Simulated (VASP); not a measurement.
Output of a VASP run:

### OSZICAR
```
       N       E                     dE             d eps       ncg     rms          rms(c)
DAV:   1    -0.615603631228E+02   -0.61560E+02   -0.52656E-03  8803   0.187E+00    0.114E+00
DAV:   2    -0.617728806622E+02   -0.21252E+00   -0.32230E-01  8789   0.146E+01    0.785E+00
DAV:   3    -0.615538179657E+02    0.21906E+00   -0.21224E-01  8642   0.124E+01    0.893E-01
DAV:   4    -0.615553528881E+02   -0.15349E-02   -0.12741E-02 10077   0.149E+00    0.423E-01
DAV:   5    -0.615556000301E+02   -0.24714E-03   -0.26616E-03  8164   0.846E-01    0.329E-01
DAV:   6    -0.615554140183E+02    0.18601E-03   -0.89679E-04  8031   0.527E-01    0.643E-02
DAV:   7    -0.615554635327E+02   -0.49514E-04   -0.20926E-04  8683   0.235E-01    0.822E-02
DAV:   8    -0.615554485371E+02    0.14996E-04   -0.73954E-05  8148   0.165E-01    0.337E-02
DAV:   9    -0.615554506691E+02   -0.21320E-05   -0.11567E-05  8459   0.462E-02    0.193E-02
DAV:  10    -0.615554525225E+02   -0.18534E-05   -0.31307E-06  6065   0.281E-02    0.188E-02
DAV:  11    -0.615554531070E+02   -0.58454E-06   -0.20981E-06  4819   0.302E-02
   1 F= -.61555453E+02 E0= -.61556821E+02  d E =0.410416E-02  mag=     8.1560
```

**OUTCAR**
```
------------------------ aborting loop because EDIFF is reached ----------------------------------------
  FORCE on cell =-STRESS in cart. coord.  units (eV):
  Direction    XX          YY          ZZ          XY          YZ          ZX
  --------------------------------------------------------------------------------------
  Total       -3.8598505     -3.2186354     -0.7251721     -0.3584505      0.0106396      0.0238079
  in kB      -18.3252179    -15.2809534     -3.4428629     -1.7017973      0.0505129      0.1130314
  external PRESSURE =     -12.3496781 kB  Pullay stress =       0.0000000 kB
  volume of cell :      337.47
      direct lattice vectors                 reciprocal lattice vectors
     4.306137574  0.000000000  0.000000000     0.232226672 -0.207709832  0.000000000
     2.870758383  3.209605735  0.000000000     0.000000000  0.311564747  0.000000000
     0.000000000  0.000000000 24.417001321     0.000000000  0.000000000  0.040955070
 POSITION                                       TOTAL-FORCE (eV/Angst)
 -----------------------------------------------------------------------------------
      2.49568      1.11610      8.00055         0.012508      0.005594      0.000039
      4.66789      2.08754      8.69450        -0.021937     -0.009811      0.004311
      6.83544      3.05690      9.40575        -0.000284     -0.000127      0.016076
      1.78698      0.79916     10.24445         0.009089      0.004065     -0.002097
      3.93213      1.75850     11.03420         0.000700      0.000313      0.000872
      6.09581      2.72613     11.81340        -0.001629     -0.000728      0.014992
      1.08108      0.48348     12.60360         0.001629      0.000728     -0.014992
      3.24477      1.45111     13.38280        -0.000700     -0.000313     -0.000872
      5.38992      2.41045     14.17256        -0.009089     -0.004065      0.002097
      0.34146      0.15270     15.01125         0.000284      0.000127     -0.016076
      2.50901      1.12206     15.72250         0.021937      0.009811     -0.004311
      4.68122      2.09351     16.41645        -0.012508     -0.005594     -0.000039
 -----------------------------------------------------------------------------------
    total drift:                                0.000000      0.000000      0.000000
  FREE ENERGIE OF THE ION-ELECTRON SYSTEM (eV)
  ---------------------------------------------------
  free  energy   TOTEN  =       -61.5554531070 eV

  energy  without entropy=      -61.5595572650  energy(sigma->0) =      -61.55682116

 total charge

# of ion       s       p       d       tot
------------------------------------------
    1        0.479   0.282   8.342   9.102
    2        0.494   0.407   8.307   9.208
    3        0.497   0.474   8.313   9.283
    4        0.502   0.507   8.311   9.320
    5        0.498   0.493   8.314   9.305
    6        0.497   0.495   8.309   9.301
    7        0.497   0.495   8.309   9.301
    8        0.498   0.493   8.314   9.305
    9        0.502   0.507   8.311   9.320
   10        0.497   0.474   8.313   9.283
   11        0.494   0.407   8.307   9.208
   12        0.479   0.282   8.342   9.102
--------------------------------------------------
tot          5.933   5.314  99.791 111.039

 magnetization (x)

# of ion       s       p       d       tot
------------------------------------------
    1        0.000  -0.009   0.804   0.795
    2       -0.006  -0.022   0.737   0.709
    3       -0.007  -0.023   0.667   0.637
    4       -0.007  -0.025   0.699   0.667
    5       -0.005  -0.026   0.699   0.668
    6       -0.007  -0.026   0.691   0.659
    7       -0.007  -0.026   0.691   0.659
    8       -0.005  -0.026   0.699   0.668
    9       -0.007  -0.025   0.699   0.667
   10       -0.007  -0.023   0.667   0.637
   11       -0.006  -0.022   0.737   0.709
   12        0.000  -0.009   0.804   0.795
--------------------------------------------------
...
```
(Selected blocks of OUTCAR.)

File POSCAR:
```
Ni(210) slab
1
    4.3061375742     0.0000000000     0.0000000000
    2.8707583828     3.2096057351     0.0000000000
    0.0000000000     0.0000000000    24.4170013207
Ni
12
Direct
  0.3477375559   0.3477375559   0.3276629727
  0.6504046459   0.6504046459   0.3560837999
  0.9524227253   0.9524227253   0.3852130706
  0.2489901082   0.2489901082   0.4195619872
  0.5478868286   0.5478868286   0.4519065646
  0.8493661999   0.8493661999   0.4838187700
  0.1506338001   0.1506338001   0.5161812300
  0.4521131714   0.4521131714   0.5480934354
  0.7510098918   0.7510098918   0.5804380128
  0.0475772747   0.0475772747   0.6147869294
  0.3495953541   0.3495953541   0.6439162001
  0.6522624441   0.6522624441   0.6723370273
```

Q: Write an INCAR and KPOINTS that could have produced this output.

A: Several could match; the one computed here: the input of the run itself, PBE GGA, plane waves, VASP's PBE PAW potentials (set 64).

INCAR:
```
! general
SYSTEM   =  Ni(210) slab
PREC     =  Normal
ENCUT    =  400   ! plane-wave cut-off (eV)
LREAL    =  .FALSE.   ! projection in real space or not
LASPH    =  .TRUE.

! electronic loop
EDIFF    =  1E-6   ! SCF stop (eV)
NELM     =  100   ! most electronic steps
NELMIN   =  4
ALGO     =  Normal
LMAXMIX  =  4   ! l cut-off of mixed one-centre charges

! smearing
ISMEAR   =  1   ! Methfessel-Paxton
SIGMA    =  0.1   ! width (eV)

! functional
GGA      =  PE

! spin
ISPIN    =  2   ! spin-polarised
MAGMOM   =  0.8 0.8 0.8 0.8 0.8 0.8 0.8 0.8 0.8 0.8 0.8 0.8

! output
LWAVE    =  .FALSE.
LCHARG   =  .FALSE.
LORBIT   =  11
LVHAR    =  .TRUE.

! other
LDIPOL   =  .TRUE.
IDIPOL   =  3
DIPOL    =  0.5 0.5 0.5
```

File KPOINTS:
```
Automatic mesh
0
Gamma
9 9 1
0 0 0
```

POTCAR, in this order: Ni (PBE.64 set). Program: vasp_std. Read from the step before: WAVECAR.

The cell is a thin slab with vacuum, built from Ni (fcc): (210) face.
